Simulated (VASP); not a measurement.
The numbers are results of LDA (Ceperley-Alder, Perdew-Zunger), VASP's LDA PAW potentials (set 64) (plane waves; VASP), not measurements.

A VASP calculation is set up with these files.

INCAR:
```
SYSTEM = LiF
PREC = Accurate
ENCUT = 620
EDIFF = 1E-6
NELM = 100
ALGO = Normal
LREAL = .FALSE.
LASPH = .TRUE.
ISMEAR = 0
SIGMA = 0.05
LWAVE = .FALSE.
LCHARG = .FALSE.
IBRION = 2
ISIF = 3
NSW = 40
EDIFFG = -0.02
PSTRESS = 200
```

KPOINTS:
```
Automatic
0
G
12 12 12
```

**POSCAR**
```
LiF
1.0
  0.0000000000   1.8899646123   1.8899646123
  1.8899646123   0.0000000000   1.8899646123
  1.8899646123   1.8899646123   0.0000000000
Li F
1 1
Direct
  0.0000000000   0.0000000000   0.0000000000
  0.5000000000   0.5000000000   0.5000000000
```

POTCAR, in this order: Li_sv F (LDA.64 set). Program: vasp_std.

The run wrote:

**OSZICAR**
```
       N       E                     dE             d eps       ncg     rms          rms(c)
DAV:   1     0.355188506768E+02    0.35519E+02   -0.66362E+03  1344   0.131E+03
DAV:   2    -0.991143260719E+01   -0.45430E+02   -0.44222E+02  1468   0.230E+02
DAV:   3    -0.109468085212E+02   -0.10354E+01   -0.10330E+01  1833   0.328E+01
DAV:   4    -0.109562556189E+02   -0.94471E-02   -0.94258E-02  1674   0.288E+00
DAV:   5    -0.109563287132E+02   -0.73094E-04   -0.73093E-04  1682   0.151E-01    0.429E+00
DAV:   6    -0.104699408949E+02    0.48639E+00   -0.23402E+00  1339   0.125E+01    0.126E+00
DAV:   7    -0.104604224567E+02    0.95184E-02   -0.21409E-02  1720   0.155E+00    0.773E-01
DAV:   8    -0.104562435496E+02    0.41789E-02   -0.81188E-03  1845   0.122E+00    0.818E-02
DAV:   9    -0.104562448142E+02   -0.12646E-05   -0.63218E-04  1407   0.305E-01    0.361E-02
DAV:  10    -0.104562519409E+02   -0.71268E-05   -0.39813E-05  1478   0.633E-02    0.377E-03
DAV:  11    -0.104562518281E+02    0.11285E-06   -0.81361E-07  1136   0.127E-02
   1 F= -.87708230E+01 E0= -.87708230E+01  d E =-.877082E+01
       N       E                     dE             d eps       ncg     rms          rms(c)
DAV:   1    -0.107010627128E+02   -0.24481E+00   -0.65162E+00  1298   0.277E+01    0.461E+00
DAV:   2    -0.103964186374E+02    0.30464E+00   -0.15416E+00  1326   0.109E+01    0.953E-01
DAV:   3    -0.103885478563E+02    0.78708E-02   -0.11757E-02  1741   0.139E+00    0.505E-01
DAV:   4    -0.103848483804E+02    0.36995E-02   -0.37736E-03  1870   0.624E-01    0.301E-02
DAV:   5    -0.103848622110E+02   -0.13831E-04   -0.17189E-04  1369   0.159E-01    0.135E-02
DAV:   6    -0.103848695430E+02   -0.73320E-05   -0.14666E-05  1620   0.397E-02    0.440E-03
DAV:   7    -0.103848693462E+02    0.19678E-06   -0.24539E-07   815   0.634E-03
   2 F= -.87996582E+01 E0= -.87996582E+01  d E =-.288352E-01
       N       E                     dE             d eps       ncg     rms          rms(c)
DAV:   1    -0.103784333797E+02    0.64362E-02   -0.68939E-02  1298   0.283E+00    0.472E-01
DAV:   2    -0.103752271944E+02    0.32062E-02   -0.15889E-02  1345   0.111E+00    0.970E-02
DAV:   3    -0.103751424441E+02    0.84750E-04   -0.12530E-04  1727   0.141E-01    0.500E-02
DAV:   4    -0.103751040699E+02    0.38374E-04   -0.38460E-05  1872   0.635E-02    0.312E-03
DAV:   5    -0.103751042373E+02   -0.16736E-06   -0.19971E-06  1210   0.169E-02
   3 F= -.87999487E+01 E0= -.87999487E+01  d E =-.291258E-01
```

### OUTCAR
```
------------------------ aborting loop because EDIFF is reached ----------------------------------------
  FORCE on cell =-STRESS in cart. coord.  units (eV):
  Direction    XX          YY          ZZ          XY          YZ          ZX
  --------------------------------------------------------------------------------------
  Total        1.5700458      1.5700458      1.5700458      0.0000000      0.0000000     -0.0000000
  in kB      199.3512077    199.3512077    199.3512077      0.0000000      0.0000000     -0.0000000
  external PRESSURE =      -0.6487923 kB  Pullay stress =     200.0000000 kB
  volume of cell :       12.62
      direct lattice vectors                 reciprocal lattice vectors
     0.000000000  1.847812957  1.847812957    -0.270590158  0.270590158  0.270590158
     1.847812957  0.000000000  1.847812957     0.270590158 -0.270590158  0.270590158
     1.847812957  1.847812957  0.000000000     0.270590158  0.270590158 -0.270590158
  FREE ENERGIE OF THE ION-ELECTRON SYSTEM (eV)
  ---------------------------------------------------
  free  energy   TOTEN  =       -10.3751042373 eV

  energy  without entropy=      -10.3751042373  energy(sigma->0) =      -10.37510424
  enthalpy is  TOTEN    =        -8.7999487399 eV   P V=        1.5751554973

 reached required accuracy - stopping structural energy minimisation
```
(Selected blocks of OUTCAR.)

**CONTCAR**
```
LiF
   1.00000000000000
     0.0000000000000000    1.8478129570582391    1.8478129570582391
     1.8478129570582391    0.0000000000000000    1.8478129570582391
     1.8478129570582391    1.8478129570582391    0.0000000000000000
  Li              F
     1     1
Direct
     0.0000000000000000    0.0000000000000000    0.0000000000000000
     0.5000000000000000    0.5000000000000000    0.5000000000000000
```

OUTCAR:
```
 val. band max:        0.5906325202   @ k =  -0.0833   0.0833   0.0000

 cond. band min:      12.1712623585   @ k =   0.0000   0.0000   0.0000


 Fermi energy:         0.9184538642

 k-point     1 :       0.0000    0.0000    0.0000
  band No.  band energies     occupation
      1     -38.8675      2.00000
      2     -19.7862      2.00000
      3       0.5894      2.00000
      4       0.5894      2.00000
      5       0.5894      2.00000
      6      12.1713      0.00000
      7      27.0988      0.00000
      8      27.0988      0.00000
      9      27.0988      0.00000

 k-point     2 :       0.0833    0.0000    0.0000
  band No.  band energies     occupation
      1     -38.8543      2.00000
      2     -19.7506      2.00000
      3       0.3227      2.00000
      4       0.5643      2.00000
      5       0.5643      2.00000
      6      12.3465      0.00000
      7      24.4545      0.00000
      8      26.0215      0.00000
      9      26.0215      0.00000

 k-point     3 :       0.1667    0.0000    0.0000
  band No.  band energies     occupation
      1     -38.8174      2.00000
      2     -19.6479      2.00000
      3      -0.3676      2.00000
      4       0.4994      2.00000
      5       0.4994      2.00000
      6      12.7275      0.00000
      7      22.0110      0.00000
      8      24.5061      0.00000
      9      24.5061      0.00000

 k-point     4 :       0.2500    0.0000    0.0000
  band No.  band energies     occupation
      1     -38.7669      2.00000
      2     -19.4997      2.00000
      3      -1.2455      2.00000
      4       0.4138      2.00000
      5       0.4138      2.00000
      6      12.9547      0.00000
      7      20.5461      0.00000
      8      23.0777      0.00000
      9      23.0777      0.00000

 k-point     5 :       0.3333    0.0000    0.0000
  band No.  band energies     occupation
      1     -38.7162      2.00000
      2     -19.3414      2.00000
      3      -2.0710      2.00000
...
```

Energy and stress use the plane-wave basis of the starting cell.

The compound is LiF in the rock salt structure. This run relaxes it under an external pressure of 20 GPa. Symmetry was kept, so distortions that lower it aren't found.
